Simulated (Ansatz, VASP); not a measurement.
# CoO in two plane-wave programs, part 2 of 2

One calculation is typed for both programs; each brings its own data sets and cutoff. How far apart do they land?  The cell is taken from a series of runs on this material, whose earlier steps may have relaxed or scaled it; both programs get it as it stands.

VASP 6.6.1 and Ansatz 0.2.0.

So far: The structure; Ansatz: single point, PBE, DFT+U.

### 3. VASP: single point, PBE, DFT+U

Level of this step: PBE, DFT+U (Co d 1.75 eV), spin-polarised from an antiferromagnetic start; plane waves and PAW (Co, O) (VASP).

The same cell, functional, mesh and smearing now go to VASP, with its own data sets and cutoff.

Lines of VASP's logs that name or quote its potential files are left out, and so is its time.

The input, INCAR:

```
SYSTEM = CoO
PREC = Accurate
ENCUT = 520
EDIFF = 1E-06
NELM = 100
ISMEAR = -1
SIGMA = 0.05
LREAL = .FALSE.
ALGO = Normal
GGA = PE
NBANDS = 23
ISPIN = 2
MAGMOM = 2.47 -2.47 -0 -0
LDAU = .TRUE.
LDAUTYPE = 2
LDAUL = 2 -1
LDAUU = 1.75 0
LDAUJ = 0 0
LDAUPRINT = 1
LASPH = .TRUE.
LMAXMIX = 4
LORBIT = 11
LWAVE = .FALSE.
LCHARG = .FALSE.
KPAR = 2
ISIF = 2
```

The input, POSCAR:

```
CoO
1.0
    0.0000000000      2.1315000000      2.1315000000
    2.1315000000      0.0000000000      2.1315000000
    4.2630000000      4.2630000000      0.0000000000
Co O
2 2
Direct
    0.0000000000      0.0000000000      0.0000000000
    0.0000000000      0.0000000000      0.5000000000
    0.5000000000      0.5000000000      0.2500000000
    0.5000000000      0.5000000000      0.7500000000
```

The input, KPOINTS:

```
Automatic mesh
0
Gamma
8 8 4
0 0 0
```

The projector-augmented-wave data sets are Co and O (PBE family, release 64).

On the command line:

```bash
$ mpirun -np 2 vasp_std
```

Numbers of over 12 decimals in the logs are rounded to 6 here.

The log of the run:

```text
[banner, memory and clock lines left out]
running    2 mpi-ranks, on    1 nodes
 distrk:  each k-point on    1 cores,    2 groups
 distr:  one band on    1 cores,    1 groups

 POSCAR found type information on POSCAR CoO
 POSCAR found :  2 types and       4 ions
 LDA part: xc-table for (Slater+PW92), standard interpolation
|                                                                             |
|           W    W    AA    RRRRR   N    N  II  N    N   GGGG   !!!           |
|           W    W   A  A   R    R  NN   N  II  NN   N  G    G  !!!           |
|           W    W  A    A  R    R  N N  N  II  N N  N  G       !!!           |
|           W WW W  AAAAAA  RRRRR   N  N N  II  N  N N  G  GGG   !            |
|           WW  WW  A    A  R   R   N   NN  II  N   NN  G    G                |
|           W    W  A    A  R    R  N    N  II  N    N   GGGG   !!!           |
|                                                                             |
|     Your reciprocal lattice and k-lattice belong to different lattice       |
|     classes:                                                                |
|                                                                             |
|        The reciprocal lattice is rhombohedral (trigonal),                   |
|        whereas your k-lattice is body-centered cubic.                       |
|                                                                             |
|     Results are often still useful ...                                      |
|                                                                             |

 POSCAR, INCAR and KPOINTS ok, starting setup
 FFT: planning ... GRIDC
 FFT: planning ... GRID_SOFT
 FFT: planning ... GRID
 WAVECAR not read
 entering main loop
       N       E                     dE             d eps       ncg     rms          rms(c)
DAV:   1     0.240296090063E+03    0.24030E+03   -0.14217E+04  3284   0.160E+03
DAV:   2    -0.343321952610E+01   -0.24373E+03   -0.22179E+03  3381   0.345E+02
DAV:   3    -0.280538842197E+02   -0.24621E+02   -0.23635E+02  3850   0.128E+02
DAV:   4    -0.286097619747E+02   -0.55588E+00   -0.55426E+00  3608   0.201E+01
DAV:   5    -0.286271829942E+02   -0.17421E-01   -0.17419E-01  4421   0.329E+00    0.216E+01
DAV:   6    -0.255150912385E+02    0.31121E+01   -0.31226E+01  4387   0.956E+01    0.251E+01
DAV:   7    -0.242988104313E+02    0.12163E+01   -0.17515E+01  3875   0.750E+01    0.105E+01
DAV:   8    -0.244105197946E+02   -0.11171E+00   -0.14870E+00  4658   0.139E+01    0.644E+00
DAV:   9    -0.249021962896E+02   -0.49168E+00   -0.28652E+00  5398   0.165E+01    0.379E+00
DAV:  10    -0.249455831898E+02   -0.43387E-01   -0.14216E-01  3430   0.353E+00    0.347E+00
DAV:  11    -0.250565160176E+02   -0.11093E+00   -0.17195E-01  5273   0.831E+00    0.190E+00
DAV:  12    -0.251271735564E+02   -0.70658E-01   -0.35567E-02  4753   0.355E+00    0.117E+00
DAV:  13    -0.251564748767E+02   -0.29301E-01   -0.27559E-02  4439   0.302E+00    0.616E-01
DAV:  14    -0.251671155760E+02   -0.10641E-01   -0.10397E-02  4315   0.103E+00    0.218E-01
DAV:  15    -0.251687109164E+02   -0.15953E-02   -0.20074E-03  4507   0.471E-01    0.798E-02
DAV:  16    -0.251686970497E+02    0.13867E-04   -0.27458E-04  3639   0.196E-01    0.373E-02
DAV:  17    -0.251687113251E+02   -0.14275E-04   -0.86150E-05  4796   0.102E-01    0.260E-02
DAV:  18    -0.251687082087E+02    0.31164E-05   -0.16558E-05  4626   0.665E-02    0.129E-02
DAV:  19    -0.251687097533E+02   -0.15445E-05   -0.87714E-06  4004   0.567E-02    0.450E-03
DAV:  20    -0.251687101216E+02   -0.36836E-06   -0.14572E-06  2218   0.141E-02
   1 F= -.25168710E+02 E0= -.25168710E+02  d E =-.467660E-06  mag=     0.0000
```

OUTCAR, selected parts (step 3):

```text
ion  position               nearest neighbor table
   1  0.000  0.000  0.000-   4 2.13   3 2.13   4 2.13   3 2.13   4 2.13   3 2.13   2 3.01   2 3.01
                             2 3.01   2 3.01   2 3.01   2 3.01
   2  0.000  0.000  0.500-   3 2.13   3 2.13   4 2.13   3 2.13   4 2.13   4 2.13   1 3.01   1 3.01
                             1 3.01   1 3.01   1 3.01   1 3.01
   3  0.500  0.500  0.250-   1 2.13   1 2.13   2 2.13   1 2.13   2 2.13   2 2.13
   4  0.500  0.500  0.750-   2 2.13   1 2.13   2 2.13   1 2.13   2 2.13   1 2.13

  LATTYP: Found a trigonal (rhomboedric) cell.
 ALAT       =     5.2210873867
 COS(alpha) =     0.8333333333

 Subroutine GETGRP returns: Found 12 space group operations
 (whereof 12 operations were pure point group operations)

The static configuration has the point symmetry D_3d.

 Found     35 irreducible k-points:

   k-points           NKPTS =     35   k-points in BZ     NKDIM =     35   number of bands    NBANDS=     23

   dimension x,y,z NGX =    24 NGY =   24 NGZ =   48
   dimension x,y,z NGXF=    48 NGYF=   48 NGZF=   96

   ENCUT  =  520.0 eV  38.22 Ry    6.18 a.u.   5.60  5.60 11.21*2*pi/ulx,y,z

   NELECT =      30.0000    total number of electrons

 k-points in reciprocal lattice and weights: Automatic mesh
   0.00000000  0.00000000  0.00000000       0.004
   0.12500000  0.00000000  0.00000000       0.023
   0.25000000  0.00000000  0.00000000       0.023
   0.37500000  0.00000000  0.00000000       0.023
   0.50000000  0.00000000  0.00000000       0.012
   0.12500000  0.12500000  0.00000000       0.023
   0.25000000  0.12500000  0.00000000       0.047
   0.37500000  0.12500000  0.00000000       0.047
   0.50000000  0.12500000  0.00000000       0.047
[...]
0.00000000  0.00000000  0.50000000       0.004
   0.50000000  0.00000000  0.50000000       0.012

atom =   1  type =  1  l = 2

 onsite density matrix

spin component  1

  0.9604 -0.0021 -0.0010 -0.0021 -0.0000
 -0.0021  0.9604 -0.0005  0.0021  0.0009
 -0.0010 -0.0005  0.9932 -0.0005 -0.0000
 -0.0021  0.0021 -0.0005  0.9604 -0.0009
 -0.0000  0.0009 -0.0000 -0.0009  0.9932

spin component  2

  0.6293  0.2833 -0.1269  0.2833  0.0000
  0.2833  0.6293 -0.0634 -0.2833  0.1099
 -0.1269 -0.0634  0.2088 -0.0634  0.0000
  0.2833 -0.2833 -0.0634  0.6293 -0.1099
  0.0000  0.1099  0.0000 -0.1099  0.2088

 occupancies and eigenvectors

  o =  0.0628  v =  0.0000  0.0000  0.0000  0.0000  0.0000  0.5774 -0.5774 -0.0000 -0.5774  0.0000      0.0000  0.0000  0.0000  0.0000  0.0000  0.0000  0.0000  0.0000  0.0000  0.0000
  o =  0.1760  v =  0.0000  0.0000  0.0000  0.0000  0.0000  0.1277  0.1591  0.7413 -0.0314 -0.6387      0.0000  0.0000  0.0000  0.0000  0.0000  0.0000  0.0000  0.0000  0.0000  0.0000
  o =  0.1760  v =  0.0000  0.0000  0.0000  0.0000  0.0000  0.1100 -0.0556  0.6387  0.1656  0.7413      0.0000  0.0000  0.0000  0.0000  0.0000  0.0000  0.0000  0.0000  0.0000  0.0000
  o =  0.9453  v =  0.0000  0.0000  0.0000  0.0000  0.0000 -0.1226 -0.7450  0.0317  0.6224 -0.2040      0.0000  0.0000  0.0000  0.0000  0.0000  0.0000  0.0000  0.0000  0.0000  0.0000
  o =  0.9453  v =  0.0000  0.0000  0.0000  0.0000  0.0000  0.7895  0.2886 -0.2040  0.5009 -0.0317      0.0000  0.0000  0.0000  0.0000  0.0000  0.0000  0.0000  0.0000  0.0000  0.0000
  o =  0.9583  v =  0.7945  0.2363  0.0346  0.5583  0.0081  0.0000  0.0000  0.0000  0.0000  0.0000      0.0000  0.0000  0.0000  0.0000  0.0000  0.0000  0.0000  0.0000  0.0000  0.0000
  o =  0.9583  v =  0.1859  0.7810  0.0081 -0.5951 -0.0346  0.0000  0.0000  0.0000  0.0000  0.0000      0.0000  0.0000  0.0000  0.0000  0.0000  0.0000  0.0000  0.0000  0.0000  0.0000
[...]
-0.0000  0.1099  0.0000 -0.1099  0.2088

spin component  2

  0.9604 -0.0021 -0.0010 -0.0021  0.0000
 -0.0021  0.9604 -0.0005  0.0021  0.0009
 -0.0010 -0.0005  0.9932 -0.0005 -0.0000
 -0.0021  0.0021 -0.0005  0.9604 -0.0009
  0.0000  0.0009 -0.0000 -0.0009  0.9932

 occupancies and eigenvectors

  o =  0.0628  v = -0.5774  0.5774  0.0000  0.5774  0.0000  0.0000  0.0000  0.0000  0.0000  0.0000      0.0000  0.0000  0.0000  0.0000  0.0000  0.0000  0.0000  0.0000  0.0000  0.0000
  o =  0.1760  v =  0.0017 -0.1451  0.0097  0.1468  0.9784  0.0000  0.0000  0.0000  0.0000  0.0000      0.0000  0.0000  0.0000  0.0000  0.0000  0.0000  0.0000  0.0000  0.0000  0.0000
  o =  0.1760  v =  0.1685  0.0857  0.9784  0.0828 -0.0097  0.0000  0.0000  0.0000  0.0000  0.0000      0.0000  0.0000  0.0000  0.0000  0.0000  0.0000  0.0000  0.0000  0.0000  0.0000
  o =  0.9453  v = -0.6041  0.1507  0.1561 -0.7548  0.1351  0.0000  0.0000  0.0000  0.0000  0.0000      0.0000  0.0000  0.0000  0.0000  0.0000  0.0000  0.0000  0.0000  0.0000  0.0000
  o =  0.9453  v =  0.5228  0.7846 -0.1351 -0.2618  0.1561  0.0000  0.0000  0.0000  0.0000  0.0000      0.0000  0.0000  0.0000  0.0000  0.0000  0.0000  0.0000  0.0000  0.0000  0.0000
  o =  0.9583  v =  0.0000  0.0000  0.0000  0.0000  0.0000  0.0748  0.7411  0.0033 -0.6663 -0.0354      0.0000  0.0000  0.0000  0.0000  0.0000  0.0000  0.0000  0.0000  0.0000  0.0000
  o =  0.9583  v =  0.0000  0.0000  0.0000  0.0000  0.0000  0.8125  0.3415  0.0354  0.4711  0.0033      0.0000  0.0000  0.0000  0.0000  0.0000  0.0000  0.0000  0.0000  0.0000  0.0000
  o =  0.9645  v =  0.0000  0.0000  0.0000  0.0000  0.0000 -0.5774  0.5774  0.0000  0.5774 -0.0000      0.0000  0.0000  0.0000  0.0000  0.0000  0.0000  0.0000  0.0000  0.0000  0.0000
  o =  0.9933  v =  0.0000  0.0000  0.0000  0.0000  0.0000  0.0290  0.0145 -0.9994  0.0145 -0.0000      0.0000  0.0000  0.0000  0.0000  0.0000  0.0000  0.0000  0.0000  0.0000  0.0000
  o =  0.9933  v =  0.0000  0.0000  0.0000  0.0000  0.0000  0.0000  0.0251 -0.0000 -0.0251  0.9994      0.0000  0.0000  0.0000  0.0000  0.0000  0.0000  0.0000  0.0000  0.0000  0.0000

 average (electrostatic) potential at core
       1 -81.0868       2 -81.0868       3 -67.9349       4 -67.9349

 E-fermi :   7.9955

 spin component 1
 k-point     1 :       0.0000    0.0000    0.0000
  band No.  band energies     occupation
    ...
     11       5.1507      1.00000
     12       5.7852      1.00000
     13       5.7854      1.00000
     14       6.4277      1.00000
     15       6.4277      1.00000
     16       8.7406      0.00000
     17       9.1915      0.00000
     18      10.2572      0.00000
     19      10.2577      0.00000
     20      13.0711      0.00000
    ...

 k-point     2 :       0.1250    0.0000    0.0000
  band No.  band energies     occupation
    ...
     11       5.2302      1.00000
     12       6.0781      1.00000
     13       6.1807      1.00000
     14       6.4705      1.00000
     15       6.6837      1.00000
     16       8.7557      0.00000
     17      10.0280      0.00000
     18      10.0967      0.00000
     19      10.2127      0.00000
     20      13.9681      0.00000
    ...

 k-point     3 :       0.2500    0.0000    0.0000
  band No.  band energies     occupation
    ...
     11       5.3307      1.00000
     12       6.1537      1.00000
     13       6.3061      1.00000
     14       6.5736      1.00000
     15       7.1424      1.00000
     16       8.8351      0.00000
     17       9.9438      0.00000
     18       9.9879      0.00000
     19      11.9000      0.00000
     20      15.1599      0.00000
    ...

 k-point     4 :       0.3750    0.0000    0.0000
  band No.  band energies     occupation
    ...
     11       5.2976      1.00000
     12       6.0113      1.00000
     13       6.3530      1.00000
     14       6.5555      1.00000
     15       7.3176      1.00000
     16       8.9594      0.00000
     17      10.1282      0.00000
     18      10.2683      0.00000
     19      12.9643      0.00000
     20      14.6574      0.00000
    ...

 k-point     5 :       0.5000    0.0000    0.0000
  band No.  band energies     occupation
    ...
     11       5.1264      1.00000
     12       5.9373      1.00000
     13       6.2473      1.00000
     14       6.6719      1.00000
     15       7.3643      1.00000
     16       9.0244      0.00000
     17      10.2810      0.00000
     18      10.4336      0.00000
     19      13.1471      0.00000
     20      14.1680      0.00000
    ...

 k-point     6 :       0.1250    0.1250    0.0000
  band No.  band energies     occupation
    ...
     11       5.3677      1.00000
     12       5.8398      1.00000
     13       5.9176      1.00000
     14       6.5568      1.00000
     15       6.6114      1.00000
     16       8.7459      0.00000
     17       9.6411      0.00000
     18      10.2467      0.00000
     19      10.7949      0.00000
     20      13.8644      0.00000
    ...

  Total        0.1507744      0.1507744      0.1507744     -0.0552775      0.0552775      0.0552775
  in kB        6.2362318      6.2362318      6.2362318     -2.2863529      2.2863529      2.2863529
  external PRESSURE =       6.2362318 kB  Pullay stress =       0.0000000 kB

  energy-cutoff  :      520.00
  volume of cell :       38.74
      direct lattice vectors                 reciprocal lattice vectors
     0.000000000  2.131500000  2.131500000    -0.234576589  0.234576589  0.234576589
     2.131500000  0.000000000  2.131500000     0.234576589 -0.234576589  0.234576589
     4.263000000  4.263000000  0.000000000     0.117288295  0.117288295 -0.117288295

 POSITION                                       TOTAL-FORCE (eV/Angst)
 -----------------------------------------------------------------------------------
      0.00000      0.00000      0.00000        -0.000000     -0.000000      0.000000
      2.13150      2.13150      0.00000         0.000000      0.000000     -0.000000
      2.13150      2.13150      2.13150         0.000000      0.000000      0.000000
      4.26300      4.26300      2.13150        -0.000000     -0.000000     -0.000000
 -----------------------------------------------------------------------------------
    total drift:                                0.000000     -0.000000     -0.000000

  FREE ENERGIE OF THE ION-ELECTRON SYSTEM (eV)
  ---------------------------------------------------
  free  energy   TOTEN  =       -25.1687101216 eV

  energy  without entropy=      -25.1687096540  energy(sigma->0) =      -25.16870989

 total charge
# of ion       s       p       d       tot
------------------------------------------
    1        0.297   0.359   7.150   7.805
    2        0.297   0.359   7.150   7.805
    3        1.557   3.435   0.000   4.992
    4        1.557   3.435   0.000   4.992
--------------------------------------------------
tot          3.707   7.587  14.299  25.593

 magnetization (x)
# of ion       s       p       d       tot
------------------------------------------
    1        0.002  -0.001   2.562   2.563
    2       -0.002   0.001  -2.562  -2.563
    3        0.000   0.000   0.000   0.000
    4        0.000   0.000   0.000   0.000
--------------------------------------------------
tot          0.000   0.000   0.000   0.000

[... 1 further part left out ...]
```

The run ends at a pressure of 0.62 GPa.

### 4. Side by side

Known differences besides the PAW data sets themselves: VASP starts from the moments at which Ansatz ended; U acts on the PAW sphere in VASP and on atomic orbitals in Ansatz, so only states and trends compare; the data sets hold 46 valence electrons in Ansatz (default PAW (the set named soft_2) files) and 30 in VASP; the cutoff is 420 eV in Ansatz and 520 eV in VASP; site moments are counted in spheres of each program's own size. Total energies have different zeros and are not compared.

Compared:

| quantity | Ansatz | VASP | difference |
| --- | --- | --- | --- |
| moment on Co1 (μB) | 2.47 | 2.56 | -0.09 |
| moment on Co2 (μB) | -2.47 | -2.56 | +0.09 |

### 5. Summary of results

```yaml
difference_in_moment_on_co1_single_point_pbe_dft_u: -0.094 μB
```

What this shows: The difference in moment on Co1 is -0.094 μB (single point, PBE, DFT+U). How closely two codes agree says nothing of how well the functional describes the real material.

[Lines on the potential files, build, host, timing and source positions are cut from VASP's logs without a mark.]

[Logs are printed without paths, hosts, clocks, repeated set-up lines and the standing remarks that a program may print on its own settings, such as how far it seeks lower states.]

[Hosts, paths, dates, database ids (printed as entryN), source tags and the programs' standing remarks are cut or masked in the printed files.]
